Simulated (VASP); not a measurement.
# AlB2Sb3 (P3m1) in VASP: density of states with PBE

Aim: the density of states of AlB2Sb3 with PBE.

All numbers are computed with VASP 6.6.1; they aren't measurements. Logs are shortened: lines on timing, memory, paths and dates and some standing lists are left out, and cuts for length are marked.

### Step 1. The crystal as given

Symmetry: P3m1, No. 156, trigonal system. Conventional cell: a = 3.923 Å, b = 3.923 Å, c = 9.920 Å, α = 90.00°, β = 90.00°, γ = 120.00°. Around Al (site symmetry 3m) lie 4 Sb at 2.56 to 2.69 Å. Around B (site symmetry 3m) lie 4 Sb at 2.29 to 2.38 Å. Around B (site symmetry 3m) lie 4 Sb at 2.30 to 2.37 Å. Sb (site symmetry 3m) has 4 B at 2.29 to 2.37 Å as nearest neighbours. Sb (site symmetry 3m) is surrounded by 3 B at 2.38 Å and 1 Al at 2.69 Å. Around Sb (site symmetry 3m) lie 1 B at 2.30 Å and 3 Al at 2.56 Å.

The cell was built by a generator and needn't be a form met in nature.

### Step 2. Density of states, PBE

POSCAR

```
AlB2Sb3                                 
1.0
    3.9234275262      0.0000000000     -0.0000000000
   -1.9617137631      3.3977879145      0.0000000000
   -0.0000000000      0.0000000000      9.9202323750
  Al              B               Sb            
     1     2     3
Direct
     0.0000000000000000    0.0000000000000000    0.0048936293438259
     0.6666666699999979    0.3333333300000021    0.3500439741366894
     0.3333333300000021    0.6666666699999979    0.6525728946518996
     0.6666666699999979    0.3333333300000021    0.5811845264930490
     0.0000000000000000    0.0000000000000000    0.2765051568061250
     0.3333333300000021    0.6666666699999979    0.8846227085684083
```

INCAR.step1

```
SYSTEM = AlB2Sb3
  PREC = Accurate
  ENCUT = 520
  EDIFF = 1E-6
  ISMEAR = 0
  SIGMA = 0.1
  LREAL = .FALSE.
  LASPH = .TRUE.
  NELM = 60
  ALGO = Normal
  ISIF = 2
  LWAVE = .FALSE.
  LCHARG = .TRUE.
  GGA = PE
  NBANDS = 21
  KPAR = 4
```

KPOINTS.step1

```
regular mesh
0
G
  8 8 4
  0 0 0
```

INCAR.step2

```
SYSTEM = AlB2Sb3
  PREC = Accurate
  ENCUT = 520
  EDIFF = 1E-6
  ISMEAR = -5
  SIGMA = 0.1
  LREAL = .FALSE.
  LASPH = .TRUE.
  NELM = 60
  ALGO = Normal
  ISIF = 2
  LWAVE = .FALSE.
  LCHARG = .FALSE.
  GGA = PE
  LORBIT = 11
  NBANDS = 21
  KPAR = 4
  NEDOS = 1001
  ICHARG = 11
```

KPOINTS.step2

```
regular mesh
0
G
  12 12 6
  0 0 0
```

Potentials or basis: VASP PAW PBE potentials, release 64 (Al, B, Sb).

Started as:

```console
$ cat potpaw_PBE.64/Al/POTCAR potpaw_PBE.64/B/POTCAR potpaw_PBE.64/Sb/POTCAR > POTCAR
$ cp INCAR.step1 INCAR
$ cp KPOINTS.step1 KPOINTS
$ mpirun -np 4 vasp_std > vasp.out
$ cp INCAR.step2 INCAR
$ cp KPOINTS.step2 KPOINTS
$ mpirun -np 4 vasp_std > vasp.out
```

OUTCAR:

```text
SYSTEM = AlB2Sb3
   PREC = Accurate
   ENCUT = 520
   EDIFF = 1E-6
   ISMEAR = -5
   LREAL = .FALSE.
   LASPH = .TRUE.
   NELM = 60
   ISIF = 2
   GGA = PE
   LORBIT = 11
   ICHARG = 11

 ion  position               nearest neighbor table
   1  0.000  0.000  0.005-   6 2.56   6 2.56   6 2.56   5 2.69
   2  0.667  0.333  0.350-   4 2.29   5 2.38   5 2.38   5 2.38
   3  0.333  0.667  0.653-   6 2.30   4 2.37   4 2.37   4 2.37
   4  0.667  0.333  0.581-   2 2.29   3 2.37   3 2.37   3 2.37   6 3.77   6 3.77   6 3.77   5 3.78
                             5 3.78   5 3.78
   5  0.000  0.000  0.277-   2 2.38   2 2.38   2 2.38   1 2.69   4 3.78   4 3.78   4 3.78
   6  0.333  0.667  0.885-   3 2.30   1 2.56   1 2.56   1 2.56   4 3.77   4 3.77   4 3.77

  LATTYP: Found a hexagonal cell.
 ALAT       =     3.9234275262
 C/A-ratio  =     2.5284607167

  Lattice vectors:

 A1 = (   3.9234275262,   0.0000000000,   0.0000000000)
 A2 = (  -1.9617137631,   3.3977879145,   0.0000000000)
 A3 = (   0.0000000000,   0.0000000000,   9.9202323750)

Analysis of symmetry for initial positions (statically):
=====================================================================
 Subroutine PRICEL returns:
 Original cell was already a primitive cell.

 Routine SETGRP: Setting up the symmetry group for a
 hexagonal supercell.

 Subroutine GETGRP returns: Found  6 space group operations
 (whereof  6 operations were pure point group operations)
 out of a pool of 24 trial point group operations.

The static configuration has the point symmetry C_3v.

Analysis of symmetry for dynamics (positions and initial velocities):
=====================================================================
 Subroutine PRICEL returns:
 Original cell was already a primitive cell.

 Routine SETGRP: Setting up the symmetry group for a
 hexagonal supercell.

 Subroutine GETGRP returns: Found  6 space group operations
 (whereof  6 operations were pure point group operations)
 out of a pool of 24 trial point group operations.

The dynamic configuration has the point symmetry C_3v.

 Subroutine INISYM returns: Found  6 space group operations
 (whereof  6 operations are pure point group operations),
 and found     1 'primitive' translations

----------------------------------------------------------------------------------------

                                     Primitive cell

  volume of cell :     132.2464

  direct lattice vectors                    reciprocal lattice vectors
     3.923427526  0.000000000  0.000000000     0.254879182  0.147154564  0.000000000
    -1.961713763  3.397787914  0.000000000     0.000000000  0.294309129  0.000000000
     0.000000000  0.000000000  9.920232375     0.000000000  0.000000000  0.100804090

[... 107 lines left out ...]
   EFERMI =   0.00;   METHOD = LEGACY
   ISMEAR =    -5;   SIGMA  =   0.10  broadening in eV -4-tet -1-fermi 0-gaus
   EFERMI_NEDOS =   21; number of points for ismear=-14 and -15
   IALGO  =     38    algorithm
   IMIX   =      4    mixing-type and parameters
     AMIX     =   0.40;   BMIX     =  1.00
     AMIX_MAG =   1.60;   BMIX_MAG =  1.00
  volume/ion in A,a.u.               =      22.04       148.74
  Fermi-wavevector in a.u.,A,eV,Ry     =   0.926867  1.751524 11.688521  0.859082
  Thomas-Fermi vector in A             =   2.052875
   LORBIT       =     11    0 simple, 1 ext, 2 COOP (PROOUT), +10 PAW based schemes
   GGA     = PE    functional components
   LHFCALC =     F    Hartree Fock is set to
   AEXX    =    0.0000 exact exchange contribution
   IVDW    =     0    specifies the selected vdW correction
   LEPSILON=     F    determine dielectric tensor
   LRPA    =     F    only Hartree local field effects (RPA)
 non-spin polarized calculation
 Fermi weights with tetrahedron method with Bloechl corrections
  energy-cutoff  :      520.00
  volume of cell :      132.25
 maximum number of plane-waves:      3607
 NGX is ok and might be reduce to    30

 number of electron      24.0000001 magnetization

 Free energy of the ion-electron system (eV)
  ---------------------------------------------------
  ext. energy  EPLUGINS =         0.00000000
  ---------------------------------------------------
  free energy    TOTEN  =       -27.37411292 eV

  energy without entropy =      -27.37411292  energy(sigma->0) =      -27.37411292

 E-fermi :   6.9430     XC(G=0):  -9.4288

 val. band max:        7.0205728172   @ k =   0.0000   0.0000   0.0000
 cond. band min:       6.8779854189   @ k =   0.3333   0.0000   0.3333
 fundamental gap:     -0.1425873983
 Fermi energy:         6.9429608242

 k-point     1 :       0.0000    0.0000    0.0000
  band No.  band energies     occupation
      1      -6.3049      2.00000
      2      -5.1047      2.00000
      3      -4.4523      2.00000
      4       0.3138      2.00000
      5       0.9869      2.00000
      6       4.6322      2.00000
[... 565 lines left out ...]
     20      10.5724      0.00000
     21      11.1983      0.00000

 [... further k-points ...]
[... 5 lines left out ...]
  --------------------------------------------------------------------------------------
  -------------------------------------------------------------------------------------
  Total        0.1720910      0.1720910      0.0554077      0.0000000      0.0000000      0.0000000
  in kB        2.0848991      2.0848991      0.6712697      0.0000000      0.0000000      0.0000000
  external PRESSURE =       1.6136893 kB  Pullay stress =       0.0000000 kB

 VOLUME and BASIS-vectors are now :
 -----------------------------------------------------------------------------
  energy-cutoff  :      520.00
  volume of cell :      132.25
      direct lattice vectors                 reciprocal lattice vectors
     3.923427526  0.000000000  0.000000000     0.254879182  0.147154564  0.000000000
    -1.961713763  3.397787914  0.000000000     0.000000000  0.294309129  0.000000000
     0.000000000  0.000000000  9.920232375     0.000000000  0.000000000  0.100804090

 POSITION                                       TOTAL-FORCE (eV/Angst)
 -----------------------------------------------------------------------------------
      0.00000      0.00000      0.04855        -0.000000     -0.000000     -0.082783
      1.96171      1.13260      3.47252         0.000000     -0.000000     -0.000172
     -0.00000      2.26519      6.47367         0.000000      0.000000      0.001232
      1.96171      1.13260      5.76549        -0.000000     -0.000000      0.005252
      0.00000      0.00000      2.74300        -0.000000     -0.000000      0.002086
     -0.00000      2.26519      8.77566         0.000000      0.000000      0.074385
 -----------------------------------------------------------------------------------
    total drift:                                0.000012     -0.000007     -0.003865

  FREE ENERGIE OF THE ION-ELECTRON SYSTEM (eV)
  ---------------------------------------------------
  free  energy   TOTEN  =       -27.3741129186 eV

  energy  without entropy=      -27.3741129186  energy(sigma->0) =      -27.37411292

 total charge

# of ion       s       p       d       tot
------------------------------------------
    1        0.423   0.405   0.000   0.828
    2        0.658   0.988   0.000   1.646
    3        0.658   0.983   0.000   1.641
    4        1.099   1.291   0.059   2.449
    5        1.104   1.297   0.045   2.446
    6        1.103   1.478   0.043   2.623
--------------------------------------------------
tot          5.044   6.442   0.146  11.633
```

OUTCAR.step1:

```text
SYSTEM = AlB2Sb3
   PREC = Accurate
   ENCUT = 520
   EDIFF = 1E-6
   ISMEAR = 0
   LREAL = .FALSE.
   LASPH = .TRUE.
   NELM = 60
[... 815 lines left out ...]
      1.96171      1.13260      5.76549        -0.000000      0.000000     -0.000895
      0.00000      0.00000      2.74300         0.000000     -0.000000      0.004245
     -0.00000      2.26519      8.77566         0.000000     -0.000000     -0.005098
 -----------------------------------------------------------------------------------
    total drift:                                0.000000     -0.000000      0.000619

  FREE ENERGIE OF THE ION-ELECTRON SYSTEM (eV)
  ---------------------------------------------------
  free  energy   TOTEN  =       -27.3701286466 eV

  energy  without entropy=      -27.3661946795  energy(sigma->0) =      -27.36816166
```

Wall time 56 s (4 MPI ranks of Intel Xeon Platinum 8488C (Sapphire Rapids), shared host); peak memory 0.42 GiB.

Results:

* Valence electrons inside the program's atomic spheres: Al 0.83; B 1.65, 1.64; Sb 2.45, 2.62

Levels at points of the mesh, in eV from the Fermi level:
| k point | band 10 | band 11 | band 12 | band 13 | band 14 | band 15 |
| --- | --- | --- | --- | --- | --- | --- |
| (0.00, 0.00, 0.00) | -0.97 | 0.05 | 0.08 | 0.08 | 0.16 | 1.42 |
| (0.50, 0.00, 0.00) | -3.44 | -2.96 | -1.67 | 0.00 | 0.37 | 1.06 |
| (0.00, 0.00, 0.50) | -1.56 | -0.06 | -0.06 | 0.04 | 0.50 | 2.10 |
| (0.50, 0.00, 0.50) | -3.10 | -2.21 | -1.50 | 0.22 | 0.33 | 1.27 |

States per cell in windows of 1 eV (zero at the Fermi level; states under -8 eV left out):
| from (eV) | total | Sb5_p | B2_p | B3_p | Sb4_p | Sb6_p | B2_s |
| --- | --- | --- | --- | --- | --- | --- | --- |
| -8.0 | 2.70 | 0.13 | 0.04 | 0.04 | 0.19 | 0.08 | 0.28 |
| -7.0 | 1.28 | 0.06 | 0.02 | 0.03 | 0.05 | 0.10 | 0.06 |
| -6.0 | 1.62 | 0.12 | 0.06 | 0.06 | 0.09 | 0.09 | 0.05 |
| -5.0 | 3.30 | 0.25 | 0.21 | 0.20 | 0.29 | 0.20 | 0.04 |
| -4.0 | 4.06 | 0.36 | 0.28 | 0.30 | 0.31 | 0.31 | 0.02 |
| -3.0 | 3.01 | 0.28 | 0.23 | 0.21 | 0.22 | 0.27 | 0.01 |
| -2.0 | 1.53 | 0.07 | 0.07 | 0.07 | 0.09 | 0.27 | 0.00 |
| -1.0 | 0.49 | 0.01 | 0.01 | 0.01 | 0.02 | 0.14 | 0.00 |
| 0.0 | 2.18 | 0.07 | 0.10 | 0.09 | 0.06 | 0.03 | 0.09 |
| 1.0 | 3.66 | 0.13 | 0.19 | 0.22 | 0.11 | 0.06 | 0.11 |
| 2.0 | 3.78 | 0.21 | 0.21 | 0.22 | 0.15 | 0.10 | 0.08 |
| 3.0 | 4.34 | 0.19 | 0.31 | 0.30 | 0.20 | 0.13 | 0.04 |
| 4.0 | 3.11 | 0.13 | 0.23 | 0.21 | 0.18 | 0.10 | 0.03 |
| 5.0 | 0.94 | 0.06 | 0.08 | 0.08 | 0.05 | 0.03 | 0.01 |
| 6.0 | 0.00 | 0.00 | 0.00 | 0.00 | 0.00 | 0.00 | 0.00 |

Caveat: tetrahedron occupations give inexact forces and stress in metals. Spin-orbit coupling is left out, which matters for the levels of Sb.
